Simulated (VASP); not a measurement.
Molecule: FB2OSiH3, in a box.

```
F B O Si H
1.0
    13.00000    0.00000    0.00000
     0.00000   13.00000    0.00000
     0.00000    0.00000   13.00000
F B O Si H
1 2 1 1 3
Direct
  0.45660 0.42774 0.65455
  0.48778 0.46965 0.56872
  0.57069 0.56643 0.52631
  0.55498 0.55688 0.42289
  0.46698 0.45844 0.41355
  0.62905 0.62962 0.55925
  0.37295 0.49645 0.36037
  0.51136 0.37362 0.35068
```

* Program: VASP 6.6.1
* Task: single point
* Functional: PBE
* Potentials or basis: VASP PAW PBE potentials, release 64 (F, B, O, Si, H)
* Cutoff: 520 eV
* k mesh: 1 × 1 × 1
* Occupations: gaussian, width 0.01 eV
* Spin: no spin polarisation

On this cell: largest force 0.745 eV/Å; gap between the frontier levels 2.12 eV.

The same run follows on a disturbed copy (atoms moved at random, drawn with an rms of 0.05 Å):

```
F B O Si H
1.0
    13.00000    0.00000    0.00000
     0.00000   13.00000    0.00000
     0.00000    0.00000   13.00000
F B O Si H
1 2 1 1 3
Direct
  0.45720 0.42926 0.65577
  0.48736 0.46861 0.56726
  0.57159 0.56750 0.52530
  0.55546 0.55449 0.41968
  0.46796 0.45656 0.41509
  0.63251 0.62945 0.55716
  0.36767 0.49399 0.35869
  0.51148 0.37564 0.34943
```

Question: What changes?

Answer: The energy moves by +9.7 meV/atom; largest force 1.753 eV/Å; gap between the frontier levels 2.13 eV.

Forces in eV/Å, atoms in the order of the input:
```
F   -0.113 -0.150  0.108
B    0.391  0.501  0.381
B   -0.237 -0.471 -0.476
O    0.504  0.705  0.654
Si  -1.475  0.124 -0.940
H   -0.064  0.026 -0.055
H    0.816 -0.275  0.538
H    0.178 -0.460 -0.211
```

